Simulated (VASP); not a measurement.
Energy against volume of CuI (zinc blende). All values below come from optB86b-vdW, VASP's PBE PAW potentials (set 64) (plane waves; VASP). Settings: 520 eV cut-off, 8×8×8 Γ-centred mesh, Gaussian smearing of 0.050 eV, potentials Cu I.

```
V (Å³/atom)  E (eV/atom)
-----------  -----------
26.403          -0.39541
27.220          -0.39928
28.036          -0.39636
28.853          -0.38781
```

Task: Fit these four points and predict the energy of the run at 25.587 Å³/atom.

Result: A cubic in V^(−2/3), the third-order Birch-Murnaghan form, passes through the four points with V0 = 27.25 Å³/atom and B0 = 44 GPa, and gives -0.3833 eV/atom there. The run gave -0.3834 eV/atom, -0.1 meV/atom from the fit; all five points give B0 = 44 GPa.

The compound is CuI in the zinc blende structure. It was relaxed first.
